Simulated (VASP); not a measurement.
An input for Quantum ESPRESSO's pw.x (written as the equivalent of a VASP run, and not itself run):

```
&CONTROL
  calculation = 'vc-relax'
  pseudo_dir = './pseudo'
  outdir = './out'
  tprnfor = .true.
  tstress = .true.
  nstep = 60
  forc_conv_thr = 0.00078
/
&SYSTEM
  ibrav = 0
  nat = 4
  ntyp = 3
  ecutwfc = 98
  occupations = 'smearing'
  smearing = 'gaussian'
  degauss = 0.003675
  input_dft = 'revpbe'
  nspin = 2
  starting_magnetization(1) = 0.2
  starting_magnetization(2) = -0.2
/
&ELECTRONS
  conv_thr = 7.3e-08
  electron_maxstep = 100
/
&IONS
/
&CELL
/
ATOMIC_SPECIES
  Ni1 58.693 Ni.upf
  Ni2 58.693 Ni.upf
  O 15.999 O.upf
CELL_PARAMETERS angstrom
     4.2244471    2.1103285    2.1103285
     2.1103285    4.2244471    2.1103285
     2.1103285    2.1103285    4.2244471
ATOMIC_POSITIONS crystal
  Ni1  0.0000000  0.0000000  0.0000000
  Ni2  0.5000000  0.5000000  0.5000000
  O    0.2500000  0.2500000  0.2500000
  O    0.7500000  0.7500000  0.7500000
K_POINTS automatic
  8 8 8 0 0 0
```

Problem. Translate this input to VASP (INCAR, KPOINTS, POSCAR, choice of POTCAR).

Solution. One answer among several that fit: 
POSCAR:
```
NiO
1
    4.2244471081     2.1103285244     2.1103285244
    2.1103285244     4.2244471081     2.1103285244
    2.1103285244     2.1103285244     4.2244471081
Ni O
2 2
Direct
  0.0000000000   0.0000000000   0.0000000000
  0.5000000000   0.5000000000   0.5000000000
  0.2500000000   0.2500000000   0.2500000000
  0.7500000000   0.7500000000   0.7500000000
```

**KPOINTS**
```
Automatic mesh
0
Gamma
8 8 8
0 0 0
```

INCAR:
```
! general
SYSTEM   =  NiO
PREC     =  Accurate
ENCUT    =  520
LREAL    =  F
LASPH    =  T

! electronic loop
EDIFF    =  1E-6
NELM     =  100
ALGO     =  Normal
LMAXMIX  =  4

! smearing
ISMEAR   =  0
SIGMA    =  0.05

! functional
GGA      =  RE

! spin
ISPIN    =  2
MAGMOM   =  2.0 -2.0 0.0 0.0

! ions
IBRION   =  2
NSW      =  60
ISIF     =  3
EDIFFG   =  -0.02

! output
LWAVE    =  F
LCHARG   =  F
LORBIT   =  10
```

POTCAR, in this order: Ni O (PBE.64 set). Program: vasp_std.

What does not carry over: the potentials are each code's own (VASP's PAW set, PseudoDojo norm-conserving files in pw.x), so ENCUT and ecutwfc are chosen apart and not converted; conv_thr bounds pw.x's estimated SCF error, while EDIFF bounds the energy change between steps; starting_magnetization is a fraction of the valence charge and MAGMOM a moment in μB, so they match only roughly; forc_conv_thr acts on force components and is met together with etot_conv_thr.

The compound is NiO in the rock salt, AFM-II order structure. It was relaxed first. The start is the result of an earlier pass.
